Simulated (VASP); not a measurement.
# CdNi3N (space group Pm-3m): computed properties

Method: PBEsol GGA, VASP's PBE PAW potentials (set 64) (plane waves; VASP).

For CdNi3N, the space group comes out as Pm-3m (221), the cell is a = b = c = 3.8020 Å, α = β = γ = 90.00° and the volume per atom is 10.99 Å³/atom. The band gap (over mesh and band path) is none (metal, semimetal or under 0.01 eV) and the band gap with spin-orbit coupling is none (metallic). The density is 9.14 g/cm³.

```
CELL_PARAMETERS angstrom
      3.80203     0.00000     0.00000
      0.00000     3.80203     0.00000
      0.00000     0.00000     3.80203
ATOMIC_POSITIONS crystal
  Cd 0.00000 0.00000 0.00000
  Ni 0.50000 0.50000 0.00000
  Ni 0.00000 0.50000 0.50000
  Ni 0.50000 0.00000 0.50000
  N  0.50000 0.50000 0.50000
```

The structure comes from a computed database's CdNi3N entry (Pm-3m); how it stands against other phases isn't given here. It was relaxed first. Symmetry was kept, so distortions that lower it aren't found. The run is not spin-polarised, so no magnetic state was tried. The electron count is odd and the run is not spin-polarised, which forces a metal.
